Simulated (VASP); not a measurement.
Output of a VASP run:

OSZICAR:
```
       N       E                     dE             d eps       ncg     rms          rms(c)
DAV:   1     0.139292204602E+02    0.13929E+02   -0.39810E+03   752   0.889E+02
DAV:   2    -0.116911731964E+02   -0.25620E+02   -0.24736E+02  1128   0.110E+02
DAV:   3    -0.120543253332E+02   -0.36315E+00   -0.36315E+00   872   0.174E+01
DAV:   4    -0.120547506380E+02   -0.42530E-03   -0.42530E-03  1096   0.663E-01
DAV:   5    -0.120547508170E+02   -0.17905E-06   -0.17906E-06   872   0.106E-02    0.499E+00
DAV:   6    -0.114689195773E+02    0.58583E+00   -0.18677E+00   784   0.711E+00    0.247E+00
DAV:   7    -0.114081611933E+02    0.60758E-01   -0.21363E-01  1056   0.279E+00    0.961E-01
DAV:   8    -0.114011417945E+02    0.70194E-02   -0.21784E-02   808   0.104E+00    0.118E-01
DAV:   9    -0.114014674520E+02   -0.32566E-03   -0.59365E-04   968   0.200E-01    0.682E-02
DAV:  10    -0.114016491213E+02   -0.18167E-03   -0.28911E-04   880   0.126E-01    0.164E-02
DAV:  11    -0.114016547665E+02   -0.56451E-05   -0.11062E-05  1136   0.264E-02    0.142E-02
DAV:  12    -0.114016543284E+02    0.43812E-06   -0.25021E-06   824   0.110E-02    0.232E-03
DAV:  13    -0.114016543297E+02   -0.13512E-08   -0.79667E-08   632   0.229E-03
   1 F= -.12158249E+02 E0= -.12158249E+02  d E =-.559084E-15
```

### OUTCAR
```
------------------------ aborting loop because EDIFF is reached ----------------------------------------
  Edisp (eV):   -0.75660
  FORCE on cell =-STRESS in cart. coord.  units (eV):
  Direction    XX          YY          ZZ          XY          YZ          ZX
  --------------------------------------------------------------------------------------
  Total       0.00119     0.00119     0.00119    -0.00000     0.00000    -0.00000
  in kB       0.07067     0.07067     0.07067    -0.00000     0.00000    -0.00000
  external pressure =        0.07 kB  Pullay stress =        0.00 kB
  volume of cell :       27.06
      direct lattice vectors                 reciprocal lattice vectors
     0.000000000  2.382903685  2.382903685    -0.209828036  0.209828036  0.209828036
     2.382903685  0.000000000  2.382903685     0.209828036 -0.209828036  0.209828036
     2.382903685  2.382903685  0.000000000     0.209828036  0.209828036 -0.209828036
  FREE ENERGIE OF THE ION-ELECTRON SYSTEM (eV)
  ---------------------------------------------------
  free  energy   TOTEN  =       -12.1582493709 eV

  energy  without entropy=      -12.1582493709  energy(sigma->0) =      -12.15824937
```
(Selected blocks of OUTCAR.)

File POSCAR:
```
BAs
1
    0.0000000000     2.3829036853     2.3829036853
    2.3829036853     0.0000000000     2.3829036853
    2.3829036853     2.3829036853     0.0000000000
B As
1 1
Direct
  0.0000000000   0.0000000000   0.0000000000
  0.2500000000   0.2500000000   0.2500000000
```

**Question.** Reconstruct the remaining input files.

**Answer.** Several could match; the one computed here: the input of the run itself, PBE GGA with D4 dispersion, plane waves, VASP's PBE PAW potentials (set 64).

### KPOINTS
```
Automatic mesh
0
Gamma
10 10 10
0 0 0
```

### INCAR
```
ALGO = Normal   ! blocked Davidson
SIGMA = 0.05   ! width (eV)
EDIFF = 1E-7   ! SCF stop (eV)
PREC = Accurate
SYSTEM = BAs
LMAXMIX = 4   ! l cut-off of mixed one-centre charges
NELM = 100
ISMEAR = 0
GGA = PE
ENCUT = 520
LASPH = .True.
LREAL = .False.   ! projection in real space or not
LCHARG = .False.
IVDW = 13   ! D4
LWAVE = .False.
ISIF = 2
```

POTCAR, in this order: B As (PBE.64 set). Program: vasp_std.

The compound is BAs in the zinc blende structure. It was relaxed first.
